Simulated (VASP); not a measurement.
Output of a VASP run:

### OUTCAR
```
 ion  position               nearest neighbor table
   1  0.000  0.000  0.000-
   2  0.500  0.500  0.500-
  LATTYP: Found a face centered cubic cell.
 ALAT       =     3.9782720000
 Subroutine PRICEL returns:
 Original cell was already a primitive cell.
 Subroutine GETGRP returns: Found 48 space group operations
The static configuration has the point symmetry O_h .
The dynamic configuration has the point symmetry O_h .
 Subroutine INISYM returns: Found 48 space group operations
 Subroutine IBZKPT returns following result:
 Found     29 irreducible k-points:

 Following reciprocal coordinates:
            Coordinates               Weight
  0.000000  0.000000  0.000000      1.000000
  0.125000  0.000000  0.000000      8.000000
  0.250000  0.000000  0.000000      8.000000
  0.375000  0.000000  0.000000      8.000000
  0.500000  0.000000  0.000000      4.000000
  0.125000  0.125000  0.000000      6.000000
  0.250000  0.125000  0.000000     24.000000
  0.375000  0.125000  0.000000     24.000000
  0.500000  0.125000  0.000000     24.000000
 -0.375000  0.125000  0.000000     24.000000
 -0.250000  0.125000  0.000000     24.000000
 -0.125000  0.125000  0.000000     12.000000
  0.250000  0.250000  0.000000      6.000000
  0.375000  0.250000  0.000000     24.000000
  0.500000  0.250000  0.000000     24.000000
 -0.375000  0.250000  0.000000     24.000000
 -0.250000  0.250000  0.000000     12.000000
  0.375000  0.375000  0.000000      6.000000
  0.500000  0.375000  0.000000     24.000000
 -0.375000  0.375000  0.000000     12.000000
  0.500000  0.500000  0.000000      3.000000
  0.375000  0.250000  0.125000     24.000000
  0.500000  0.250000  0.125000     48.000000
 -0.375000  0.250000  0.125000     24.000000
  0.500000  0.375000  0.125000     24.000000
 -0.375000  0.375000  0.125000     48.000000
 -0.250000  0.375000  0.125000     24.000000
 -0.375000  0.500000  0.125000     12.000000
 -0.250000  0.500000  0.250000      6.000000
 Subroutine IBZKPT_HF returns following result:
   k-points           NKPTS =     29   k-points in BZ     NKDIM =    512   number of bands    NBANDS=      6
   number of dos      NEDOS =    301   number of ions     NIONS =      2
   total plane-waves  NPLWV =   5832
   dimension x,y,z NGX =    18 NGY =   18 NGZ =   18
   dimension x,y,z NGXF=    36 NGYF=   36 NGZF=   36
   ions per type =               1   1
   PREC   = accura    normal or accurate (medium, high low for compatibility)
   ISTART =      0    job   : 0-new  1-cont  2-samecut
   ICHARG =      2    charge: 1-file 2-atom 10-const
   ISPIN  =      1    spin polarized calculation?
   LNONCOLLINEAR =      F non collinear calculations
   LSORBIT =      F    spin-orbit coupling
   INIWAV =      1    electr: 0-lowe 1-rand  2-diag
   ENCUT  =  400.0 eV  29.40 Ry    5.42 a.u.   4.59  4.59  4.59*2*pi/ulx,y,z
   NELM   =    100;   NELMIN=  2; NELMDL= -5     # of ELM steps
   EDIFF  = 0.1E-05   stopping-criterion for ELM
   LREAL  =      F    real-space projection
   NLSPLINE    = F    spline interpolate recip. space projectors
   LMAXMIX     =    2 max onsite mixed and CHGCAR
   VOSKOWN=      0    Vosko Wilk Nusair interpolation
   EDIFFG = 0.1E-04   stopping-criterion for IOM
   NSW    =      0    number of steps for IOM
   NBLOCK =      1;   KBLOCK =      1    inner block; outer block
   IBRION =     -1    ionic relax: 0-MD 1-quasi-New 2-CG
   NFREE  =      0    steps in history (QN), initial steepest desc. (CG)
   ISIF   =      2    stress and relaxation
   ISYM   =      3    0-nonsym 1-usesym 2-fastsym
   TEIN   =    0.0    initial temperature
   TEBEG  =    0.0;   TEEND  =   0.0 temperature during run
   SMASS  =  -3.00    Nose mass-parameter (am)
   PSTRESS=    0.0 pullay stress
   NELECT =       4.0000    total number of electrons
   EFERMI =   0.00;   METHOD = LEGACY
   ISMEAR =    -1;   SIGMA  =   0.02  broadening in eV -4-tet -1-fermi 0-gaus
...
```

OSZICAR:
```
       N       E                     dE             d eps       ncg     rms          rms(c)
DAV:   1    -0.378813668915E+01   -0.37881E+01   -0.11968E+03   360   0.489E+02
DAV:   2    -0.719444041050E+01   -0.34063E+01   -0.34063E+01   492   0.609E+01
DAV:   3    -0.722523656349E+01   -0.30796E-01   -0.30796E-01   390   0.555E+00
DAV:   4    -0.722581508093E+01   -0.57852E-03   -0.57852E-03   504   0.586E-01
DAV:   5    -0.753051686914E+01   -0.30470E+00   -0.19205E-01   348   0.291E+00    0.317E+00
DAV:   6    -0.724841220965E+01    0.28210E+00   -0.17202E-01   354   0.213E+00    0.165E+00
DAV:   7    -0.718084871809E+01    0.67563E-01   -0.13801E-01   414   0.186E+00    0.757E-01
DAV:   8    -0.717162685895E+01    0.92219E-02   -0.45090E-02   414   0.108E+00    0.349E-01
DAV:   9    -0.717120348854E+01    0.42337E-03   -0.10795E-02   456   0.521E-01    0.183E-01
DAV:  10    -0.717145003561E+01   -0.24655E-03   -0.20132E-03   462   0.235E-01    0.113E-01
DAV:  11    -0.717158420245E+01   -0.13417E-03   -0.32738E-04   510   0.990E-02    0.731E-02
DAV:  12    -0.717163994866E+01   -0.55746E-04   -0.44870E-05   546   0.403E-02    0.471E-02
DAV:  13    -0.717166278128E+01   -0.22833E-04   -0.81296E-06   516   0.205E-02    0.299E-02
DAV:  14    -0.717167232040E+01   -0.95391E-05   -0.23477E-06   516   0.122E-02    0.188E-02
DAV:  15    -0.717167634973E+01   -0.40293E-05   -0.89119E-07   420   0.778E-03    0.118E-02
DAV:  16    -0.717167804038E+01   -0.16906E-05   -0.35125E-07   222   0.506E-03    0.738E-03
DAV:  17    -0.717167875156E+01   -0.71118E-06   -0.18784E-07   282   0.361E-03
   1 F= -.71716788E+01 E0= -.71716788E+01  d E =-.375392E-10
```

**OUTCAR**
```
------------------------ aborting loop because EDIFF is reached ----------------------------------------
  FORCE on cell =-STRESS in cart. coord.  units (eV):
  Direction    XX          YY          ZZ          XY          YZ          ZX
  --------------------------------------------------------------------------------------
  Total       -0.2930131     -0.2930131     -0.2930131      0.0000000      0.0000000     -0.0000000
  in kB      -29.8245700    -29.8245700    -29.8245700      0.0000000      0.0000000     -0.0000000
  external PRESSURE =     -29.8245700 kB  Pullay stress =       0.0000000 kB
  volume of cell :       15.74
      direct lattice vectors                 reciprocal lattice vectors
     0.000000000  1.989136000  1.989136000    -0.251365417  0.251365417  0.251365417
     1.989136000  0.000000000  1.989136000     0.251365417 -0.251365417  0.251365417
     1.989136000  1.989136000  0.000000000     0.251365417  0.251365417 -0.251365417
  FREE ENERGIE OF THE ION-ELECTRON SYSTEM (eV)
  ---------------------------------------------------
  free  energy   TOTEN  =        -7.1716787516 eV

  energy  without entropy=       -7.1716787515  energy(sigma->0) =       -7.17167875

  exchange ACFDT corr.  =         0.00000000  see jH, gK, PRB 81, 115126
```
(Selected blocks of OUTCAR.)

File POSCAR:
```
LiH
1
    0.0000000000     1.9891360000     1.9891360000
    1.9891360000     0.0000000000     1.9891360000
    1.9891360000     1.9891360000     0.0000000000
Li H
1 1
Direct
  0.0000000000   0.0000000000   0.0000000000
  0.5000000000   0.5000000000   0.5000000000
```

Task: Reconstruct the remaining input files.

Result: This is not unique; one that fits is the input of the run itself, PBE0 hybrid, plane waves, VASP's PBE PAW potentials (set 64).

INCAR:
```
SYSTEM = LiH
PREC = Accurate; ENCUT = 400; LREAL = F
LASPH = T; ISYM = 3
EDIFF = 1E-6; NELM = 100; ALGO = Normal
ISMEAR = -1; SIGMA = 0.02
GGA = PE; LHFCALC = T; AEXX = 0.25
HFRCUT = -1; PRECFOCK = Fast
ISIF = 2
LWAVE = F; LCHARG = F
```

**KPOINTS**
```
Automatic mesh
0
Gamma
8 8 8
0 0 0
```

POTCAR, in this order: Li_sv H (PBE.64 set). Program: vasp_std.

At this cut-off the stress carries a Pulay error, which pulls relaxed volumes low.

The structure comes from a computed database's LiH entry; how it stands against other phases isn't given here. The cell was not relaxed at this level. The run is one of a series of settings (KPOINTS 8×8×8 Γ-centred mesh against the base run), some of them coarse on purpose.
